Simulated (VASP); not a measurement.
# KC (P6/mmm) in VASP: relaxation of cell and atoms with PBE

Aim: the relaxation of cell and atoms of KC with PBE.

Program: VASP 6.6.1. These are calculated values, not measurements. Logs are shortened: lines on timing, memory, paths and dates and some standing lists are left out, and cuts for length are marked.

## 1. The cell of the first run

Symmetry: P6/mmm, No. 191, hexagonal system. Conventional cell: a = 4.251 Å, b = 4.251 Å, c = 9.700 Å, α = 90.00°, β = 90.00°, γ = 120.00°. K (site symmetry 6/mmm) has 2 C at 2.12 Å as nearest neighbours. Around K (site symmetry 6/mmm) lie 2 C at 2.73 Å. C (site symmetry 6mm) is surrounded by 1 K at 2.12 Å.

The cell was built by a generator and needn't be a form met in nature.

## 2. Relaxation of cell and atoms, PBE (random cell by space group and Wyckoff sites (P6/mmm, No. 191))

Input file INCAR:

```
PREC = Accurate
ENCUT = 600
EDIFF = 1E-6
ISMEAR = 0
SIGMA = 0.1
LREAL = False
LASPH = True
NELM = 100
ALGO = Normal
ISIF = 3
LWAVE = False
LCHARG = False
GGA = PE
IBRION = 2
NSW = 90
EDIFFG = -0.04
```

Input file KPOINTS:

```
Automatic mesh
0
Gamma
  6 6 2
```

Input file POSCAR:

```
KC
1.0
    4.2508900900      0.0000000000      0.0000000000
   -2.1254450500      3.6813788100      0.0000000000
    0.0000000000      0.0000000000      9.7003979300
K C
2 2
Direct
    0.0000000000      0.0000000000      0.0000000000
    0.0000000000      0.0000000000      0.5000000000
    0.0000000000      0.0000000000      0.7812536000
    0.0000000000      0.0000000000      0.2187464000
```

Potentials or basis: VASP PAW PBE potentials, release 64 (K_sv, C).

Command:

```bash
$ cat potpaw_PBE.64/K_sv/POTCAR potpaw_PBE.64/C/POTCAR > POTCAR
$ mpirun -np 1 vasp_std > vasp.out
```

OUTCAR:

```text
PREC = Accurate
   ENCUT = 600
   EDIFF = 1E-6
   ISMEAR = 0
   LREAL = False
   LASPH = True
   NELM = 100
   ISIF = 3
   GGA = PE
   IBRION = 2
   NSW = 90
   EDIFFG = -0.04

 ion  position               nearest neighbor table
   1  0.000  0.000  0.000-   3 2.12   4 2.12
   2  0.000  0.000  0.500-   3 2.73   4 2.73
   3  0.000  0.000  0.781-   1 2.12   2 2.73
   4  0.000  0.000  0.219-   1 2.12   2 2.73

  LATTYP: Found a hexagonal cell.
 ALAT       =     4.2508900900
 C/A-ratio  =     2.2819686524

  Lattice vectors:

 A1 = (   4.2508900900,   0.0000000000,   0.0000000000)
 A2 = (  -2.1254450500,   3.6813788100,   0.0000000000)
 A3 = (   0.0000000000,   0.0000000000,   9.7003979300)

Analysis of symmetry for initial positions (statically):
=====================================================================
 Subroutine PRICEL returns:
 Original cell was already a primitive cell.

 Routine SETGRP: Setting up the symmetry group for a
 hexagonal supercell.

 Subroutine GETGRP returns: Found 24 space group operations
 (whereof 24 operations were pure point group operations)
 out of a pool of 24 trial point group operations.

The static configuration has the point symmetry D_6h.

Analysis of symmetry for dynamics (positions and initial velocities):
=====================================================================
 Subroutine PRICEL returns:
 Original cell was already a primitive cell.

 Routine SETGRP: Setting up the symmetry group for a
 hexagonal supercell.

 Subroutine GETGRP returns: Found 24 space group operations
 (whereof 24 operations were pure point group operations)
 out of a pool of 24 trial point group operations.

The dynamic configuration has the point symmetry D_6h.

 Subroutine INISYM returns: Found 24 space group operations
 (whereof 24 operations are pure point group operations),
 and found     1 'primitive' translations

----------------------------------------------------------------------------------------

                                     Primitive cell

  volume of cell :     151.8029

  direct lattice vectors                    reciprocal lattice vectors
     4.250890090  0.000000000  0.000000000     0.235244850  0.135818677  0.000000000
    -2.125445050  3.681378810  0.000000000     0.000000000  0.271637354  0.000000000
     0.000000000  0.000000000  9.700397930     0.000000000  0.000000000  0.103088554

  length of vectors
     4.250890090  4.250890095  9.700397930     0.271637355  0.271637354  0.103088554

[... 94 lines left out ...]
  volume/ion in A,a.u.               =      37.95       256.10
  Fermi-wavevector in a.u.,A,eV,Ry     =   0.909158  1.718059 11.246141  0.826568
  Thomas-Fermi vector in A             =   2.033169
   LORBIT       =      0    0 simple, 1 ext, 2 COOP (PROOUT), +10 PAW based schemes
   GGA     = PE    functional components
   LHFCALC =     F    Hartree Fock is set to
   AEXX    =    0.0000 exact exchange contribution
   IVDW    =     0    specifies the selected vdW correction
   LEPSILON=     F    determine dielectric tensor
   LRPA    =     F    only Hartree local field effects (RPA)
 conjugate gradient relaxation of ions
 non-spin polarized calculation
 Gauss-broadening in eV      SIGMA  =   0.10
  energy-cutoff  :      600.00
  volume of cell :      151.80
 maximum number of plane-waves:      5114
 NGX is ok and might be reduce to    36
   NGX = 17   NGY = 17   NGZ = 39

--------------------------------------- Ionic step        1  -------------------------------------------

 number of electron      26.0000001 magnetization

 Free energy of the ion-electron system (eV)
  ---------------------------------------------------
  ext. energy  EPLUGINS =         0.00000000
  ---------------------------------------------------
  free energy    TOTEN  =        -6.63696375 eV

  energy without entropy =       -6.59882933  energy(sigma->0) =       -6.61789654

------------------------ aborting loop because EDIFF is reached ----------------------------------------

  FORCE on cell =-STRESS in cart. coord.  units (eV):
  Direction    XX          YY          ZZ          XY          YZ          ZX
  --------------------------------------------------------------------------------------
  -------------------------------------------------------------------------------------
  Total       -1.1627906     -1.1627906      7.5960711      0.0000000     -0.0000000      0.0000000
  in kB      -12.2724755    -12.2724755     80.1714371      0.0000000     -0.0000000      0.0000000
  external PRESSURE =      18.5421620 kB  Pullay stress =       0.0000000 kB
[... 95 lines left out ...]
  FREE ENERGIE OF THE ION-ELECTRON SYSTEM (eV)
  ---------------------------------------------------
  free  energy   TOTEN  =        -7.4232462014 eV

  energy  without entropy=       -7.4090242673  energy(sigma->0) =       -7.41613523

 E-fermi :  -0.1992     XC(G=0):  -7.0728

 val. band max:       -0.2019772259   @ k =   0.5000  -0.0000   0.5000
 cond. band min:      -0.1296631175   @ k =   0.3333   0.3333   0.5000
 fundamental gap:      0.0723141085
 Fermi energy:        -0.1992442857

 k-point     1 :       0.0000    0.0000    0.0000
  band No.  band energies     occupation
      1     -31.1411      2.00000
      2     -31.1022      2.00000
      3     -14.6562      2.00000
      4     -14.5608      2.00000
      5     -14.5608      2.00000
      6     -14.5367      2.00000
[... 257 lines left out ...]
      4     -14.8428      2.00000
      5     -14.8044      2.00000
      6     -14.8044      2.00000
[... 9 lines left out ...]
     16      -0.1101      0.20722
     17       3.9372      0.00000

[... ionic steps 4 to 18 ...]

--------------------------------------- Ionic step       19  -------------------------------------------

 number of electron      25.9999999 magnetization

------------------------ aborting loop because EDIFF is reached ----------------------------------------
[... 71 lines left out ...]
--------------------------------------- Ionic step       21  -------------------------------------------

 number of electron      25.9999999 magnetization

 Free energy of the ion-electron system (eV)
  ---------------------------------------------------
  ext. energy  EPLUGINS =         0.00000000
  ---------------------------------------------------
  free energy    TOTEN  =        -8.04907494 eV

  energy without entropy =       -8.02496936  energy(sigma->0) =       -8.03702215

 E-fermi :   1.0396     XC(G=0):  -8.1787

 val. band max:        0.8947423955   @ k =   0.1667   0.1667   0.0000
 cond. band min:       1.0576872696   @ k =   0.3333   0.1667   0.5000
 fundamental gap:      0.1629448741
 Fermi energy:         1.0395999764

 k-point     1 :       0.0000    0.0000    0.0000
  band No.  band energies     occupation
      1     -30.7968      2.00000
      2     -30.7595      2.00000
      3     -14.1794      2.00000
      4     -14.0721      2.00000
      5     -13.8039      2.00000
      6     -13.8039      2.00000
[... 300 lines left out ...]
  FREE ENERGIE OF THE ION-ELECTRON SYSTEM (eV)
  ---------------------------------------------------
  free  energy   TOTEN  =        -8.0490749402 eV

  energy  without entropy=       -8.0249693601  energy(sigma->0) =       -8.03702215

 reached required accuracy - stopping structural energy minimisation
```

CONTCAR:

```text
KC
   1.00000000000000
     3.2756788127641685    0.0000000010351353    0.0000000000000000
    -1.6378394093385646    2.8368210673608365   -0.0000000000000000
     0.0000000000000000   -0.0000000000000000   10.4432993626944057
  K               C
     2     2
Direct
     0.0000000000000000    0.0000000000000000    0.0000000000000000
     0.0000000000000000    0.0000000000000000    0.5000000000000000
     0.0000000000000000    1.0000000000000000    0.7506235326486396
     0.0000000000000000    0.0000000000000000    0.2493764673513603

  0.00000000E+00  0.00000000E+00  0.00000000E+00
  0.00000000E+00  0.00000000E+00  0.00000000E+00
  0.00000000E+00  0.00000000E+00  0.00000000E+00
  0.00000000E+00  0.00000000E+00  0.00000000E+00
```

Wall time 9.2 min (1 thread of Intel Xeon Platinum 8488C (Sapphire Rapids), shared host); peak memory 0.34 GiB.

Results:

```yaml
Free_energy: -8.0491 eV
Relaxed_volume: 24.26 Å³/atom
Relaxed_cell: a = 3.276 Å, b = 3.276 Å, c = 10.443 Å, α = 90.00°, β = 90.00°, γ = 120.00°
Space_group_after_relaxing_to_0.05_Å: P6/mmm (No. 191)
Energy_gained_by_relaxing: 353.0 meV/atom
Ionic_steps: 21
Pressure_after_relaxing: 0.0 GPa
Largest_force_after_relaxing: 0.029 eV/Å
Band_gap_on_the_k_mesh: none (metal or under the smearing width)
```

Forces in eV/Å, atoms in the order of the input:
```
K    0.000  0.000  0.000
K    0.000  0.000  0.000
C    0.000  0.000 -0.029
C    0.000  0.000  0.029
```

The path:
```
step  energy change (eV)  largest force (eV/Å)  pressure (GPa)  volume (Å³)
   1              0.0000                2.0501            1.85       151.80
   2             -0.6985                0.9510           -0.50       161.09
   3             -0.7863                0.6306           -1.33       164.89
   4             -0.7882                0.5866           -1.42       165.37
   5             -0.9044                0.4611           -1.37       157.03
   6             -1.1452                0.0417           -0.66       133.67
   7             -0.6732                1.7302            4.43        94.02
   8             -1.1788                0.0325           -0.25       127.09
   9             -1.1898                0.2182            0.32       120.23
  10             -1.2500                0.3676            0.03       115.79
  11             -1.2906                0.6037           -0.21       109.51
  12             -1.2919                0.6513           -0.24       108.34
  13             -1.3249                0.5143           -0.52       108.16
  14             -1.3670                0.1804           -1.23       107.59
  15             -1.3953                0.0796           -0.73       104.50
  16             -1.4039                0.0204           -0.20       101.85
  17             -1.4082                0.0483           -0.20       100.56
  18             -1.4100                0.0823           -0.20        99.01
  19             -1.4113                0.0683           -0.04        98.04
  20             -1.4115                0.0579            0.09        97.34
  21             -1.4121                0.0289            0.04        97.04
```

Final structure:
```xyz
4
Lattice="3.2757 0.0000 0.0000 -1.6378 2.8368 0.0000 0.0000 0.0000 10.4433" Properties=species:S:1:pos:R:3 pbc="T T T"
K     0.0000    0.0000    0.0000
K     0.0000    0.0000    5.2216
C    -1.6378    2.8368    7.8390
C     0.0000    0.0000    2.6043
```

Caveat: the volume moved by over 15 % at a fixed basis, so the end points are rough.
